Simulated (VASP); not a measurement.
Here is the system:

```
CELL_PARAMETERS angstrom
      0.00000     3.22404     3.22404
      3.22404     0.00000     3.22404
      3.22404     3.22404     0.00000
ATOMIC_POSITIONS crystal
  Ba 0.00000 0.00000 0.00000
  S  0.50000 0.50000 0.50000
```

Calculation: TPSS meta-GGA, VASP's PBE PAW potentials (set 64) (plane waves; VASP). Settings: 520 eV cut-off, 8×8×8 Γ-centred mesh, tetrahedra with Blöchl corrections, potentials Ba_sv S.

Unless said otherwise, spin-orbit coupling is left out, though it shifts the bands of the heavy elements here.

**Question.** Predict the energy per atom (σ→0), band gap (over mesh and band path) with the smallest direct gap where there is one.

**Answer.** 
```
Quantity                                                 Value
---------------------------------------------  ---------------
band gap (over mesh and band path)                     2.24 eV
smallest direct gap (over mesh and band path)          2.39 eV
energy per atom (σ→0)                          -11.583 eV/atom
```

Only differences to runs with the same potentials and settings are physical.

The compound is BaS in the rock salt structure. It was relaxed first.
